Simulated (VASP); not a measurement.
Here is a VASP 6.6.1 calculation.

The input INCAR:

```
SYSTEM = Zr
  ALGO = Normal
  EDIFF = 1E-7
  EDIFFG = -0.005
  ENCUT = 600
  GGA = PS
  IBRION = 2
  ISIF = 3
  ISMEAR = 0
  LASPH = .TRUE.
  LCHARG = .FALSE.
  LREAL = .FALSE.
  LWAVE = .FALSE.
  NELM = 60
  NSW = 90
  PREC = Accurate
  SIGMA = 0.1
```

Contents of KPOINTS:

```
k-points
0
G
  15 15 8
  0 0 0
```

The input POSCAR:

```
Zr
1.0
    3.2392314100      0.0000000000      0.0000000000
   -1.6196157100      2.8052566900      0.0000000000
    0.0000000000      0.0000000000      5.1722200000
Zr
2
Direct
    0.3333333300      0.6666666700      0.2500000000
    0.6666666700      0.3333333300      0.7500000000
```

Potentials or basis: VASP PAW PBE potentials, release 64 (Zr_sv).

The run is started by

```sh
$ cat potpaw_PBE.64/Zr_sv/POTCAR > POTCAR
$ mpirun -np 1 vasp_std > vasp.out
```

Q: What does it give for the relaxed volume?

A: 22.48 Å³/atom.

Q: Predict the band gap on the k mesh.

A: None (metal or under the smearing width).

Q: Estimate the relaxed cell.

A: a = 3.184 Å, b = 3.184 Å, c = 5.119 Å, α = 90.00°, β = 90.00°, γ = 120.00°.

The path:
| step | energy change (eV) | largest force (eV/Å) | pressure (GPa) | volume (Å³) |
| --- | --- | --- | --- | --- |
| 1 | 0.0000 | 0.0000 | -4.08 | 47.00 |
| 2 | 0.0007 | 0.0000 | 4.68 | 43.04 |
| 3 | -0.0267 | 0.0000 | -0.03 | 44.99 |
| 4 | -0.0267 | 0.0000 | 0.06 | 44.95 |
| 5 | -0.0270 | 0.0000 | 0.05 | 44.94 |
| 6 | -0.0270 | 0.0000 | 0.05 | 44.93 |
| 7 | -0.0270 | 0.0000 | 0.05 | 44.93 |
| 8 | -0.0270 | 0.0000 | 0.05 | 44.93 |
| 9 | -0.0270 | 0.0000 | -0.06 | 44.98 |
| 10 | -0.0270 | 0.0000 | 0.00 | 44.95 |

Caveat: the PAW data sets were made with another functional, which shifts forces and pressure a little.
